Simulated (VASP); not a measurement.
A convergence study with VASP on BN (zinc blende): one setting is varied, all else stays as given below, so the limit is that of these other settings. Each run relaxes cell and ions from the cell shown. The basis is that of the starting cell, so low cut-offs carry a Pulay error.

```xyz
2
Lattice="0.0000 1.8075 1.8075 1.8075 0.0000 1.8075 1.8075 1.8075 0.0000" Properties=species:S:1:pos:R:3 pbc="T T T"
B      0.0000     0.0000     0.0000
N      0.9038     0.9038     0.9038
```

All values below come from LDA (Ceperley-Alder, Perdew-Zunger), VASP's LDA PAW potentials (set 64) (plane waves; VASP). The tightest run used: 800 eV cut-off, 10×10×10 Γ-centred mesh, Gaussian smearing of 0.050 eV, potentials B N.

Gaps are read on the run's mesh, which can miss a band edge.

The settings run are ENCUT = 250; ENCUT = 300; ENCUT = 350; ENCUT = 400; ENCUT = 450; ENCUT = 500; ENCUT = 550; ENCUT = 600; ENCUT = 650; ENCUT = 700; ENCUT = 750; ENCUT = 800. From which on does the relaxed volume stay within 0.05 Å³/atom of the tightest run?…

From ENCUT = 450 on: it is off by 0.012 there and by no more than 0.05 in any finer run, while ENCUT = 400 is off by 0.068.
```tsv
setting	relaxed volume (Å³/atom)	E (eV/atom)	gap on the mesh (eV)	plane waves	difference judged (Å³/atom)
ENCUT = 250	5.075	-9.9628	4.474	115	0.676
ENCUT = 300	5.385	-9.7989	4.381	150	0.365
ENCUT = 350	5.566	-9.7235	4.403	190	0.185
ENCUT = 400	5.683	-9.7141	4.362	228	0.068
ENCUT = 450	5.739	-9.7097	4.376	271	0.012
ENCUT = 500	5.752	-9.7073	4.374	311	0.002
ENCUT = 550	5.752	-9.7075	4.374	359	0.001
ENCUT = 600	5.749	-9.7086	4.375	411	0.002
ENCUT = 650	5.747	-9.7096	4.376	459	0.004
ENCUT = 700	5.748	-9.7102	4.376	531	0.003
ENCUT = 750	5.749	-9.7105	4.375	568	0.002
ENCUT = 800	5.751	-9.7107	4.375	620	0.000
```

Left out are rungs that failed or repeat a setting and relaxations that didn't move; long series are thinned to 24 rows.

The compound is BN in the zinc blende structure.
